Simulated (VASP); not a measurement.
**Dysprosium: cell size and functional**

How much does the relaxed cell of Dysprosium depend on the functional? The starting structure is a measured crystal structure from the Crystallography Open Database.

Method: Kohn-Sham DFT with plane waves and PAW; PBEsol, r2SCAN, PBE and LDA, in VASP 6.6.1.

## 1. Set-up

The structure is hexagonal, space group P6_3/mmc (No. 194). Conventional cell: a = 3.584 Å, b = 3.584 Å, c = 5.668 Å, α = 90.00°, β = 90.00°, γ = 120.00°. Dy has 12 Dy at 3.51 to 3.58 Å nearest.

As a file:

```xyz
2
Lattice="3.5840 0.0000 0.0000 -1.7920 3.1038 0.0000 0.0000 0.0000 5.6680" Properties=species:S:1:pos:R:3 pbc="T T T"
Dy    1.7920    1.0346    4.2510
Dy    0.0000    2.0692    1.4170
```

## 2. Relaxation with PBEsol

PBEsol restores the gradient expansion of exchange and is tuned for the cells of solids. This run starts from the cell of an earlier relaxation, which isn't shown; the restart sets up the plane waves anew.

INCAR

```
SYSTEM = Dy
PREC = Accurate
ENCUT = 520
EDIFF = 1E-07
NELM = 100
ISMEAR = 1
SIGMA = 0.15
LREAL = .FALSE.
ALGO = Normal
GGA = PS
NBANDS = 16
ISPIN = 2
MAGMOM = 0 0
LASPH = .TRUE.
LMAXMIX = 6
LORBIT = 11
LWAVE = .FALSE.
LCHARG = .FALSE.
KPAR = 4
IBRION = 2
NSW = 50
ISIF = 3
EDIFFG = -0.005
```

POSCAR

```
Dy
1.0
    3.5435519713      0.0000000000      0.0000000000
   -1.7717759856      3.0688060268      0.0000000000
    0.0000000000      0.0000000000      5.5209521789
Dy
2
Direct
    0.6666666667      0.3333333333      0.7500000000
    0.3333333333      0.6666666667      0.2500000000
```

KPOINTS

```
Automatic mesh
0
Gamma
16 16 8
0 0 0
```

The projector-augmented-wave data sets are Dy_3 (PBE family, release 64).

On the command line:

```sh
mpirun -np 4 vasp_std
```

The program printed:

```text
[banner, memory and clock lines left out]
running    4 mpi-ranks, on    1 nodes
 distrk:  each k-point on    1 cores,    4 groups
 distr:  one band on    1 cores,    1 groups

 POSCAR found type information on POSCAR Dy
 POSCAR found :  1 types and       2 ions
|                                                                             |
|               ----> ADVICE to this user running VASP <----                  |
|                                                                             |
|     You enforced a specific xc type in the INCAR file but a different       |
|     [... a line on the potential file left out ...]
|     I HOPE YOU KNOW WHAT YOU ARE DOING!                                     |
|                                                                             |

 LDA part: xc-table for (Slater+PW92), standard interpolation
 POSCAR, INCAR and KPOINTS ok, starting setup
 FFT: planning ... GRIDC
 FFT: planning ... GRID_SOFT
 FFT: planning ... GRID
 WAVECAR not read
 entering main loop
       N       E                     dE             d eps       ncg     rms          rms(c)
DAV:   1     0.524784393677E+02    0.52478E+02   -0.84968E+03  9608   0.102E+03
DAV:   2    -0.720270524089E+01   -0.59681E+02   -0.58012E+02  9808   0.278E+02
DAV:   3    -0.987083586027E+01   -0.26681E+01   -0.25257E+01 14048   0.352E+01
DAV:   4    -0.992940428977E+01   -0.58568E-01   -0.58466E-01 10480   0.597E+00
DAV:   5    -0.993123214488E+01   -0.18279E-02   -0.18268E-02 14656   0.872E-01    0.247E+01
DAV:   6    -0.992549966802E+01    0.57325E-02   -0.24770E-02 14712   0.119E+00    0.148E+01
DAV:   7    -0.993147146015E+01   -0.59718E-02   -0.42984E-02 15576   0.160E+00    0.253E-01
DAV:   8    -0.993107008200E+01    0.40138E-03   -0.25894E-03 11912   0.359E-01    0.623E-02
DAV:   9    -0.993107064800E+01   -0.56600E-06   -0.24171E-04 13280   0.120E-01    0.298E-02
DAV:  10    -0.993106729949E+01    0.33485E-05   -0.10136E-05 12688   0.246E-02    0.103E-02
DAV:  11    -0.993106581970E+01    0.14798E-05   -0.52511E-06 14288   0.163E-02    0.166E-02
DAV:  12    -0.993106592859E+01   -0.10888E-06   -0.99751E-07 12392   0.698E-03    0.127E-03
DAV:  13    -0.993106599329E+01   -0.64705E-07   -0.71510E-08  7952   0.236E-03
   1 F= -.99310660E+01 E0= -.99319804E+01  d E =-.993107E+01  mag=     0.0000
 curvature:   0.00 expect dE= 0.000E+00 dE for cont linesearch  0.000E+00
 trial: gam= 0.00000 g(F)=  0.729E-50 g(S)=  0.186E-05 ort = 0.000E+00 (trialstep = 0.100E+01)
 search vector abs. value=  0.186E-05
 reached required accuracy - stopping structural energy minimisation
```

It took 43 s on 4 MPI ranks of Intel Xeon Platinum 8488C (Sapphire Rapids), shared host; peak memory 1.4 GiB; 2.8 min of CPU time.

The logs omit lines about the potential files and the build; timing stands in the text.

OUTCAR, selected parts (step 2):

```text
ion  position               nearest neighbor table
   1  0.667  0.333  0.750-   2 3.44   2 3.44   2 3.44   2 3.44   2 3.44   2 3.44
   2  0.333  0.667  0.250-   1 3.44   1 3.44   1 3.44   1 3.44   1 3.44   1 3.44

  LATTYP: Found a hexagonal cell.
 ALAT       =     3.5435519713
 C/A-ratio  =     1.5580277145

 Subroutine GETGRP returns: Found 24 space group operations
 (whereof 12 operations were pure point group operations)

The static configuration has the point symmetry D_3d.
 The point group associated with its full space group is D_6h.

 Found    150 irreducible k-points:

   k-points           NKPTS =    150   k-points in BZ     NKDIM =    150   number of bands    NBANDS=     16

   dimension x,y,z NGX =    28 NGY =   28 NGZ =   42
   dimension x,y,z NGXF=    56 NGYF=   56 NGZF=   84

   ENCUT  =  520.0 eV  38.22 Ry    6.18 a.u.   6.59  6.59 10.27*2*pi/ulx,y,z

   NELECT =      18.0000    total number of electrons

 k-points in reciprocal lattice and weights: Automatic mesh
   0.00000000  0.00000000  0.00000000       0.000
   0.06250000  0.00000000  0.00000000       0.003
   0.12500000  0.00000000  0.00000000       0.003
   0.18750000  0.00000000  0.00000000       0.003
   0.25000000  0.00000000  0.00000000       0.003
   0.31250000  0.00000000  0.00000000       0.003
   0.37500000  0.00000000  0.00000000       0.003
   0.43750000 -0.00000000  0.00000000       0.003
   0.50000000  0.00000000  0.00000000       0.001
[...]
0.37500000  0.25000000  0.50000000       0.003
   0.31250000  0.31250000  0.50000000       0.003

 average (electrostatic) potential at core
       1 -34.5124       2 -34.5124

 E-fermi :   3.2658

 spin component 1
 k-point     1 :       0.0000    0.0000    0.0000
  band No.  band energies     occupation
    ...
      4     -19.4886      1.00000
      5     -19.4886      1.00000
      6     -19.4287      1.00000
      7      -1.9633      1.00000
      8       0.9893      1.00000
      9       4.7929     -0.00000
     10       5.0815     -0.00000
     11       5.0815     -0.00000
     12       5.5290     -0.00000
     13       5.8459     -0.00000
    ...

 k-point     2 :       0.0625    0.0000    0.0000
  band No.  band energies     occupation
    ...
      4     -19.5107      1.00000
      5     -19.4911      1.00000
      6     -19.4336      1.00000
      7      -1.8634      1.00000
      8       1.0858      1.00000
      9       4.6522     -0.00000
     10       4.8108     -0.00000
     11       5.1760     -0.00000
     12       5.7082     -0.00000
     13       5.7560     -0.00000
    ...

 k-point     3 :       0.1250    0.0000    0.0000
  band No.  band energies     occupation
    ...
      4     -19.5725      1.00000
      5     -19.4984      1.00000
      6     -19.4484      1.00000
      7      -1.5726      1.00000
      8       1.3574      1.00000
      9       4.2759     -0.00000
     10       4.3520     -0.00000
     11       5.4261     -0.00000
     12       5.4571     -0.00000
     13       5.9170     -0.00000
    ...

 k-point     4 :       0.1875    0.0000    0.0000
  band No.  band energies     occupation
    ...
      4     -19.6619      1.00000
      5     -19.5103      1.00000
      6     -19.4731      1.00000
      7      -1.1177      1.00000
      8       1.7381      1.00000
      9       3.7795     -0.00001
     10       3.9003     -0.00000
     11       5.0822     -0.00000
     12       5.6436     -0.00000
     13       5.6647     -0.00000
    ...

 k-point     5 :       0.2500    0.0000    0.0000
  band No.  band energies     occupation
    ...
      4     -19.7112      1.00000
      5     -19.5253      1.00000
      6     -19.5073      1.00000
      7      -0.5439      1.00000
      8       2.0683      1.00000
      9       3.2749      0.44911
     10       3.5828     -0.00545
     11       4.8463     -0.00000
     12       5.3581     -0.00000
     13       5.4059     -0.00000
    ...

 k-point     6 :       0.3125    0.0000    0.0000
  band No.  band energies     occupation
    ...
      5     -19.5498      1.00000
      6     -19.5411      1.00000
      7       0.0821      1.00000
      8       2.1352      1.00000
      9       2.8335      1.00018
     10       3.4694     -0.03322
     11       4.8915     -0.00000
     12       5.0948     -0.00000
     13       5.2129     -0.00000
     14       7.3026      0.00000
    ...

  Total        0.0041609      0.0041609      0.0065037      0.0000000     -0.0000000      0.0000000
  in kB        0.1110402      0.1110402      0.1735600      0.0000000     -0.0000000      0.0000000
  external PRESSURE =       0.1318801 kB  Pullay stress =       0.0000000 kB

  energy-cutoff  :      520.00
  volume of cell :       60.04
      direct lattice vectors                 reciprocal lattice vectors
     3.543551971  0.000000000  0.000000000     0.282202719  0.162929816  0.000000000
    -1.771775986  3.068806027  0.000000000     0.000000000  0.325859631  0.000000000
     0.000000000  0.000000000  5.520952179     0.000000000  0.000000000  0.181128176

 POSITION                                       TOTAL-FORCE (eV/Angst)
 -----------------------------------------------------------------------------------
      1.77178      1.02294      4.14071        -0.000000     -0.000000      0.000000
     -0.00000      2.04587      1.38024         0.000000      0.000000      0.000000
 -----------------------------------------------------------------------------------
    total drift:                               -0.000000      0.000000     -0.000000

  FREE ENERGIE OF THE ION-ELECTRON SYSTEM (eV)
  ---------------------------------------------------
  free  energy   TOTEN  =        -9.9310659933 eV

  energy  without entropy=       -9.9338091849  energy(sigma->0) =       -9.93198039

 reached required accuracy - stopping structural energy minimisation

 total charge
# of ion       s       p       d       tot
------------------------------------------
    1        0.458   6.399   1.164   8.020
    2        0.458   6.399   1.164   8.020
--------------------------------------------------
tot          0.915  12.798   2.327  16.040

 magnetization (x)
# of ion       s       p       d       tot
------------------------------------------
    1       -0.000  -0.000  -0.000  -0.000
    2       -0.000  -0.000  -0.000  -0.000
--------------------------------------------------
tot         -0.000  -0.000  -0.000  -0.000

[... 2 further parts left out ...]
```

The data set Dy_3 holds the 4f electrons frozen in the core, so no f bands or f moments appear. The PAW data sets were made with PBE, which is usual practice but a small mismatch for other functionals. The run keeps the 24 symmetry operations of its start, so it cannot find a distortion of lower symmetry.

With PBEsol the relaxed cell holds 30.019 Å³ an atom, -4.78 % against the measured cell, with a = 3.544 Å and c = 5.521 Å.

## 3. Relaxation with r2SCAN

r2SCAN adds the kinetic-energy density, costs more than a GGA and is run with LASPH. This run starts from the cell of an earlier relaxation, which isn't shown; the restart sets up the plane waves anew.

Edit INCAR of step 2 so:

```diff
@@ -9,3 +9,4 @@
 ALGO = Normal
-GGA = PS
+METAGGA = R2SCAN
+LASPH = .TRUE.
 NBANDS = 16
@@ -13,3 +14,2 @@
 MAGMOM = 0 0
-LASPH = .TRUE.
 LMAXMIX = 6
```

POSCAR

```
Dy
1.0
    3.6378273270      0.0000000000      0.0000000000
   -1.8189136635      3.1504508798      0.0000000000
    0.0000000000      0.0000000000      5.5907826276
Dy
2
Direct
    0.6666666667      0.3333333333      0.7500000000
    0.3333333333      0.6666666667      0.2500000000
```

KPOINTS is that of step 2.

On the command line:

```sh
mpirun -np 4 vasp_std
```

The program printed:

```text
[banner, memory and clock lines left out]
running    4 mpi-ranks, on    1 nodes
[...]
[... a notice as in an earlier step ...]

 LDA part: xc-table for (None), standard interpolation
 POSCAR, INCAR and KPOINTS ok, starting setup
[...]
entering main loop
       N       E                     dE             d eps       ncg     rms          rms(c)
DAV:   1    -0.294282092615E+01   -0.29428E+01   -0.87997E+03  9608   0.105E+03
DAV:   2    -0.633924187309E+02   -0.60450E+02   -0.58844E+02  9704   0.282E+02
DAV:   3    -0.662084796442E+02   -0.28161E+01   -0.26915E+01 14056   0.363E+01
DAV:   4    -0.662746232325E+02   -0.66144E-01   -0.65961E-01 10864   0.623E+00
[...]
DAV:  13    -0.639472994426E+02    0.56289E-06   -0.18434E-08  8376   0.127E-03    0.103E-03
DAV:  14    -0.639472992681E+02    0.17449E-06   -0.29484E-08  7392   0.128E-03    0.107E-03
DAV:  15    -0.639472993629E+02   -0.94733E-07   -0.34384E-09  7232   0.626E-04
   1 F= -.63947299E+02 E0= -.63948614E+02  d E =-.639473E+02  mag=     0.0000
[...]
reached required accuracy - stopping structural energy minimisation
```

Elapsed: 3.4 min, on 4 MPI ranks; peak memory 1.4 GiB.

Parts of OUTCAR (step 3):

```text
  Total       -0.0030961     -0.0030961      0.0015465      0.0000000      0.0000000      0.0000000
  in kB       -0.0774170     -0.0774170      0.0386704      0.0000000      0.0000000      0.0000000
  external PRESSURE =      -0.0387212 kB  Pullay stress =       0.0000000 kB

 POSITION                                       TOTAL-FORCE (eV/Angst)
 -----------------------------------------------------------------------------------
      1.81891      1.05015      4.19309         0.000000     -0.000000      0.000000
     -0.00000      2.10030      1.39770        -0.000000      0.000000      0.000000
 -----------------------------------------------------------------------------------
    total drift:                               -0.000000      0.000000     -0.000000

  FREE ENERGIE OF THE ION-ELECTRON SYSTEM (eV)
  ---------------------------------------------------
  free  energy   TOTEN  =       -63.9472993629 eV

  energy  without entropy=      -63.9512420161  energy(sigma->0) =      -63.94861358

 magnetization (x)
# of ion       s       p       d       tot
------------------------------------------
    1        0.000   0.000   0.000   0.000
    2        0.000   0.000   0.000   0.000
--------------------------------------------------
tot          0.000   0.000   0.000   0.000

[... 2 parts as in an earlier step ...]

[... 2 further parts left out ...]
[key lines of the parts left out:]
E-fermi :   3.0100
```

With r2SCAN the relaxed cell holds 32.037 Å³ an atom, +1.62 % against the measured cell, with a = 3.638 Å and c = 5.591 Å. That is +6.72 % from PBEsol.

(Part 1 of 2 ends here.)

[Lines on the potential files, build, host, timing and source positions are cut from VASP's logs without a mark.]

[Logs are printed without paths, hosts, clocks, repeated set-up lines and the standing remarks that a program may print on its own settings, such as how far it seeks lower states.]

[Hosts, paths, dates, database ids (printed as entryN), source tags and the programs' standing remarks are cut or masked in the printed files.]
